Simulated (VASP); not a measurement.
# YMgF3 (Pm-3m) in VASP: notebook, part 2 of 2

VASP 6.6.1.

**3. Relaxation of cell and atoms, PBE (species swapped into the RbBiO3 type (Pm-3m, No. 221))**

INCAR

```
PREC = Accurate
ENCUT = 600
EDIFF = 1E-6
ISMEAR = 0
SIGMA = 0.1
LREAL = False
LASPH = True
NELM = 100
ALGO = Fast
ISIF = 3
LWAVE = False
LCHARG = False
GGA = PE
IBRION = 2
NSW = 90
EDIFFG = -0.04
```

KPOINTS

```
Automatic mesh
0
Gamma
  4 4 4
```

POSCAR

```
YMgF3
1.0
    3.9390087400      0.0000000000      0.0000000000
    0.0000000000      3.9390087400      0.0000000000
    0.0000000000      0.0000000000      3.9390087400
Y Mg F
1 1 3
Direct
    0.5000000000      0.5000000000      0.5000000000
    0.0000000000      0.0000000000      0.0000000000
    0.5000000000      0.5000000000      0.0000000000
    0.5000000000      0.0000000000      0.5000000000
    0.0000000000      0.5000000000      0.5000000000
```

Potentials or basis: VASP PAW PBE potentials, release 64 (Y_sv, Mg, F).

Started as:

```
$ cat potpaw_PBE.64/Y_sv/POTCAR potpaw_PBE.64/Mg/POTCAR potpaw_PBE.64/F/POTCAR > POTCAR
$ mpirun -np 1 vasp_std > vasp.out
```

OUTCAR:

```text
PREC = Accurate
   ENCUT = 600
   EDIFF = 1E-6
   ISMEAR = 0
   LREAL = False
   LASPH = True
   NELM = 100
   ISIF = 3
   GGA = PE
   IBRION = 2
   NSW = 90
   EDIFFG = -0.04

 ion  position               nearest neighbor table
   1  0.500  0.500  0.500-   3 1.97   4 1.97   5 1.97   3 1.97   4 1.97   5 1.97   2 3.41   2 3.41
                             2 3.41   2 3.41   2 3.41   2 3.41   2 3.41   2 3.41
   2  0.000  0.000  0.000-   1 3.41   1 3.41   1 3.41   1 3.41   1 3.41   1 3.41   1 3.41   1 3.41

   3  0.500  0.500  0.000-   1 1.97   1 1.97
   4  0.500  0.000  0.500-   1 1.97   1 1.97
   5  0.000  0.500  0.500-   1 1.97   1 1.97

  LATTYP: Found a simple cubic cell.
 ALAT       =     3.9390087400

  Lattice vectors:

 A1 = (   3.9390087400,   0.0000000000,   0.0000000000)
 A2 = (   0.0000000000,   3.9390087400,   0.0000000000)
 A3 = (   0.0000000000,   0.0000000000,   3.9390087400)

Analysis of symmetry for initial positions (statically):
=====================================================================
 Subroutine PRICEL returns:
 Original cell was already a primitive cell.

 Routine SETGRP: Setting up the symmetry group for a
 simple cubic supercell.

 Subroutine GETGRP returns: Found 48 space group operations
 (whereof 48 operations were pure point group operations)
 out of a pool of 48 trial point group operations.

The static configuration has the point symmetry O_h .

Analysis of symmetry for dynamics (positions and initial velocities):
=====================================================================
 Subroutine PRICEL returns:
 Original cell was already a primitive cell.

 Routine SETGRP: Setting up the symmetry group for a
 simple cubic supercell.

 Subroutine GETGRP returns: Found 48 space group operations
 (whereof 48 operations were pure point group operations)
 out of a pool of 48 trial point group operations.

The dynamic configuration has the point symmetry O_h .

 Subroutine INISYM returns: Found 48 space group operations
 (whereof 48 operations are pure point group operations),
 and found     1 'primitive' translations

----------------------------------------------------------------------------------------

                                     Primitive cell

  volume of cell :      61.1168

  direct lattice vectors                    reciprocal lattice vectors
     3.939008740  0.000000000  0.000000000     0.253870978  0.000000000  0.000000000
     0.000000000  3.939008740  0.000000000     0.000000000  0.253870978  0.000000000
     0.000000000  0.000000000  3.939008740     0.000000000  0.000000000  0.253870978

  length of vectors
     3.939008740  3.939008740  3.939008740     0.253870978  0.253870978  0.253870978

  position of ions in fractional coordinates (direct lattice)
     0.500000000  0.500000000  0.500000000
     0.000000000  0.000000000  0.000000000
     0.500000000  0.500000000  0.000000000
     0.500000000  0.000000000  0.500000000
     0.000000000  0.500000000  0.500000000

  ion indices of the primitive-cell ions
   primitive index   ion index
                 1           1
                 2           2
                 3           3
                 4           4
                 5           5

----------------------------------------------------------------------------------------

 KPOINTS: Automatic mesh

Automatic generation of k-mesh.
 Grid dimensions read from file:
 generate k-points for:    4    4    4

 Generating k-lattice:

  Cartesian coordinates                     Fractional coordinates (reciprocal lattice)
     0.063467744  0.000000000  0.000000000     0.250000000  0.000000000  0.000000000
     0.000000000  0.063467744  0.000000000     0.000000000  0.250000000  0.000000000
     0.000000000  0.000000000  0.063467744     0.000000000  0.000000000  0.250000000

  Length of vectors
     0.063467744  0.063467744  0.063467744

  Shift w.r.t. Gamma in fractional coordinates (k-lattice)
     0.000000000  0.000000000  0.000000000

 Subroutine IBZKPT returns following result:
 ===========================================

 Found     10 irreducible k-points:

 Following reciprocal coordinates:
            Coordinates               Weight
  0.000000  0.000000  0.000000      1.000000
  0.250000  0.000000  0.000000      6.000000
  0.500000  0.000000  0.000000      3.000000
  0.250000  0.250000  0.000000     12.000000
  0.500000  0.250000  0.000000     12.000000
  0.500000  0.500000  0.000000      3.000000
  0.250000  0.250000  0.250000      8.000000
  0.500000  0.250000  0.250000     12.000000
  0.500000  0.500000  0.250000      6.000000
  0.500000  0.500000  0.500000      1.000000
   k-points           NKPTS =     10   k-points in BZ     NKDIM =     10   number of bands    NBANDS=     21
   number of dos      NEDOS =    301   number of ions     NIONS =      5
   total plane-waves  NPLWV =  32768
   dimension x,y,z NGX =    32 NGY =   32 NGZ =   32
   dimension x,y,z NGXF=    64 NGYF=   64 NGZF=   64
   ions per type =               1   1   3
   NGX,Y,Z   is equivalent  to a cutoff of  13.51, 13.51, 13.51 a.u.
   NGXF,Y,Z  is equivalent  to a cutoff of  27.01, 27.01, 27.01 a.u.
 SYSTEM =  unknown system
   PREC   = accura    normal or accurate (medium, high low for compatibility)
   ISTART =      0    job   : 0-new  1-cont  2-samecut
   ICHARG =      2    charge: 1-file 2-atom 10-const
   ISPIN  =      1    spin polarized calculation?
   LNONCOLLINEAR =      F non collinear calculations
   LSORBIT =      F    spin-orbit coupling
   LASPH  =      T    aspherical Exc in radial PAW
   ENCUT  =  600.0 eV  44.10 Ry    6.64 a.u.   7.87  7.87  7.87*2*pi/ulx,y,z
   NELM   =    100;   NELMIN=  2; NELMDL= -5     # of ELM steps
   EDIFF  = 0.1E-05   stopping-criterion for ELM
   LREAL  =      F    real-space projection
   EDIFFG = -.4E-01   stopping-criterion for IOM
   NSW    =     90    number of steps for IOM
   IBRION =      2    ionic relax: 0-MD 1-quasi-New 2-CG
   NFREE  =      1    steps in history (QN), initial steepest desc. (CG)
   ISIF   =      3    stress and relaxation
   ISYM   =      2    0-nonsym 1-usesym 2-fastsym
   POTIM  = 0.5000    time-step for ionic-motion
   TEBEG  =    0.0;   TEEND  =   0.0 temperature during run
   PSTRESS=    0.0 pullay stress
   NELECT =      34.0000    total number of electrons
   NUPDOWN=      -1.0000    fix difference up-down
   EMIN   =  10.00;   EMAX   =-10.00  energy-range for DOS
   EFERMI =   0.00;   METHOD = LEGACY
   ISMEAR =     0;   SIGMA  =   0.10  broadening in eV -4-tet -1-fermi 0-gaus
   EFERMI_NEDOS =   21; number of points for ismear=-14 and -15
   IALGO  =     68    algorithm
   IMIX   =      4    mixing-type and parameters
     AMIX     =   0.40;   BMIX     =  1.00
     AMIX_MAG =   1.60;   BMIX_MAG =  1.00
  volume/ion in A,a.u.               =      12.22        82.49
  Fermi-wavevector in a.u.,A,eV,Ry     =   1.346421  2.544367 24.665313  1.812849
  Thomas-Fermi vector in A             =   2.474254
   LORBIT       =      0    0 simple, 1 ext, 2 COOP (PROOUT), +10 PAW based schemes
   GGA     = PE    functional components
   LHFCALC =     F    Hartree Fock is set to
   AEXX    =    0.0000 exact exchange contribution
   IVDW    =     0    specifies the selected vdW correction
   LEPSILON=     F    determine dielectric tensor
   LRPA    =     F    only Hartree local field effects (RPA)
 conjugate gradient relaxation of ions
 non-spin polarized calculation
 RMM-DIIS sequential band-by-band and
 Gauss-broadening in eV      SIGMA  =   0.10
  energy-cutoff  :      600.00
  volume of cell :       61.12
 maximum number of plane-waves:      2064
 NGX is ok and might be reduce to    32
   NGX = 15   NGY = 15   NGZ = 15

--------------------------------------- Ionic step        1  -------------------------------------------

 number of electron      33.9999971 magnetization

 Free energy of the ion-electron system (eV)
  ---------------------------------------------------
  ext. energy  EPLUGINS =         0.00000000
  ---------------------------------------------------
  free energy    TOTEN  =       -23.32081900 eV

  energy without entropy =      -23.32032134  energy(sigma->0) =      -23.32057017

 E-fermi :   6.7643     XC(G=0): -10.5337

 val. band max:        6.6105404637   @ k =   0.5000   0.5000   0.0000
 cond. band min:       6.9180152570   @ k =   0.5000   0.0000   0.0000
 fundamental gap:      0.3074747933
 Fermi energy:         6.7642778611

 k-point     1 :       0.0000    0.0000    0.0000
  band No.  band energies     occupation
      1     -37.5067      2.00000
      2     -21.4920      2.00000
      3     -21.4920      2.00000
      4     -21.2130      2.00000
      5     -18.2407      2.00000
      6     -18.2407      2.00000
[... 382 lines left out ...]
  energy  without entropy=      -27.6639618231  energy(sigma->0) =      -27.66396182

--------------------------------------- Ionic step        5  -------------------------------------------

 number of electron      34.0000083 magnetization

 Free energy of the ion-electron system (eV)
  ---------------------------------------------------
  ext. energy  EPLUGINS =         0.00000000
  ---------------------------------------------------
  free energy    TOTEN  =       -27.66657761 eV

  energy without entropy =      -27.66657761  energy(sigma->0) =      -27.66657761

 E-fermi :   3.2990     XC(G=0):  -8.7666

 val. band max:        2.8963067475   @ k =   0.5000   0.5000   0.0000
 cond. band min:       3.7022130969   @ k =   0.5000   0.0000   0.0000
 fundamental gap:      0.8059063494
 Fermi energy:         3.2990390639

 k-point     1 :       0.0000    0.0000    0.0000
  band No.  band energies     occupation
      1     -41.7096      2.00000
      2     -22.4931      2.00000
      3     -22.4356      2.00000
      4     -22.4356      2.00000
      5     -21.7338      2.00000
      6     -21.7338      2.00000
[... 261 lines left out ...]
  FREE ENERGIE OF THE ION-ELECTRON SYSTEM (eV)
  ---------------------------------------------------
  free  energy   TOTEN  =       -27.6665776077 eV

  energy  without entropy=      -27.6665776072  energy(sigma->0) =      -27.66657761

 reached required accuracy - stopping structural energy minimisation
```

OSZICAR:

```text
N       E                     dE             d eps       ncg     rms          rms(c)
DAV:   1     0.277588008802E+03    0.27759E+03   -0.21038E+04   452   0.178E+03
DAV:   2    -0.649413352026E+01   -0.28408E+03   -0.27672E+03   554   0.391E+02
DAV:   3    -0.253274681309E+02   -0.18833E+02   -0.18056E+02   582   0.932E+01
[... 255 lines left out ...]
RMM:  23    -0.276665724777E+02   -0.11350E-05   -0.12765E-05   109   0.621E-03    0.185E-03
RMM:  24    -0.276665743828E+02   -0.19051E-05   -0.20130E-05   112   0.608E-03    0.181E-03
RMM:  25    -0.276665753080E+02   -0.92517E-06   -0.10218E-05   109   0.591E-03    0.223E-03
RMM:  26    -0.276665769023E+02   -0.15943E-05   -0.17013E-05    94   0.545E-03    0.256E-03
RMM:  27    -0.276665776077E+02   -0.70541E-06   -0.80460E-06    89   0.512E-03
   5 F= -.27666578E+02 E0= -.27666578E+02  d E =-.434576E+01
```

Run time: 3.4 min. Hardware: 1 thread of Intel Xeon 6975P-C (Granite Rapids), shared host; peak memory 0.2 GiB.

What came out:

* Free energy: -27.6666 eV
* Relaxed volume: 18.15 Å³/atom
* Relaxed cell: a = 4.494 Å, b = 4.494 Å, c = 4.494 Å, α = 90.00°, β = 90.00°, γ = 90.00°
* Space group after relaxing (to 0.05 Å): Pm-3m (No. 221)
* Energy gained by relaxing: 869.2 meV/atom
* Ionic steps: 5
* Pressure after relaxing: -0.2 GPa
* Band gap on the k mesh: 0.81 eV, indirect (least direct gap 1.47 eV)

Step by step:
```csv
step,energy change (eV),largest force (eV/Å),pressure (GPa),volume (Å³)
1,0.0000,0.0000,65.83,61.12
2,-2.3962,0.0000,-14.52,117.17
3,-3.7754,0.0000,2.71,88.27
4,-4.3431,0.0000,-0.80,91.54
5,-4.3458,0.0000,-0.20,90.76
```

Final structure:
```cif
data_structure
_symmetry_space_group_name_H-M 'P 1'
_symmetry_Int_Tables_number 1
_cell_length_a 4.4940
_cell_length_b 4.4940
_cell_length_c 4.4940
_cell_angle_alpha 90.000
_cell_angle_beta 90.000
_cell_angle_gamma 90.000
_cell_volume 90.76
loop_
_atom_site_label
_atom_site_type_symbol
_atom_site_fract_x
_atom_site_fract_y
_atom_site_fract_z
_atom_site_occupancy
Y1 Y 0.50000 0.50000 0.50000 1
Mg1 Mg 0.00000 0.00000 0.00000 1
F1 F 0.50000 0.50000 0.00000 1
F2 F 0.50000 0.00000 0.50000 1
F3 F 0.00000 0.50000 0.50000 1
```

Caveat: the volume moved by over 15 % at a fixed basis, so the end points are rough.

**4. Single point, PBE (species swapped into the RbBiO3 type (Pm-3m, No. 221))**

INCAR

```
SYSTEM = YMgF3
PREC = Accurate
ENCUT = 520
EDIFF = 1E-6
ISMEAR = 0
SIGMA = 0.1
LREAL = .False.
LASPH = .True.
NELM = 60
ALGO = Normal
ISIF = 2
LWAVE = .False.
LCHARG = .False.
GGA = PE
NBANDS = 25
```

KPOINTS

```
Automatic mesh
0
Gamma
  4 4 4
  0 0 0
```

POSCAR is that of step 3.

Started as:

```
$ cat potpaw_PBE.64/Y_sv/POTCAR potpaw_PBE.64/Mg/POTCAR potpaw_PBE.64/F/POTCAR > POTCAR
$ mpirun -np 1 vasp_std > vasp.out
```

It took 13 s on 1 thread of Intel Xeon 6975P-C (Granite Rapids), shared host; peak memory 0.18 GiB.

Results (log left out):

* Free energy: -23.3096 eV
* Pressure: 66.0 GPa
* Band gap on the k mesh: 0.31 eV, indirect (least direct gap 1.31 eV)

Levels at points of the mesh, in eV from the valence-band top:
```tsv
k point	band 13	band 14	band 15	band 16	band 17	band 18	band 19	band 20	band 21	band 22
(0.00, 0.00, 0.00)	-8.89	-7.62	-7.62	-7.62	-3.60	1.06	1.06	1.06	4.20	4.20
(0.50, 0.00, 0.00)	-9.03	-9.03	-7.61	-7.61	-1.00	0.31	1.33	2.26	2.26	6.03
(0.50, 0.50, 0.00)	-9.32	-9.32	-8.16	-7.61	0.00	2.02	2.02	2.84	2.84	4.62
(0.50, 0.50, 0.50)	-10.16	-8.15	-8.15	-8.15	-0.66	2.95	2.95	2.95	6.15	6.15
```

Caveat: a pressure of tens of GPa on the cell as given is suspect, and the run, the potentials or the cell itself is likely at fault. A k mesh can miss the band edges.
